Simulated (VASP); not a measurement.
Input:

```xyz
4
Lattice="3.2992 0.0000 0.0000 -1.6496 2.8572 0.0000 0.0000 0.0000 6.7056" Properties=species:S:1:pos:R:3 pbc="T T T"
Mo     0.0000     0.0000     0.0000
Mo     0.0000     0.0000     3.3528
As     0.0000     1.9048     1.6764
As     1.6496     0.9524     5.0292
```

Calculation: PBEsol GGA, VASP's PBE PAW potentials (set 64) (plane waves; VASP). Run with 400 eV cut-off, 12×12×5 Γ-centred mesh, tetrahedra with Blöchl corrections, potentials Mo_sv As.

The cores are frozen, which limits the accuracy of field gradients.

**Question.** Give the principal components of the electric field gradient (V/Å²) and the asymmetry η at each nucleus.

**Answer.** 
```json
[
 {"atom": "Mo1", "Vxx": "3.4", "Vyy": "3.4", "Vzz": "-6.7", "η": "0.00"},
 {"atom": "Mo2", "Vxx": "3.4", "Vyy": "3.4", "Vzz": "-6.7", "η": "0.00"},
 {"atom": "As3", "Vxx": "23.4", "Vyy": "23.4", "Vzz": "-46.8", "η": "0.00"},
 {"atom": "As4", "Vxx": "23.4", "Vyy": "23.4", "Vzz": "-46.8", "η": "0.00"}
]
```

The structure was generated: MoAs was put into the NiAs type type (P6_3/mmc), which need not be its known phase. It was relaxed first, which changed the volume by -36 %.
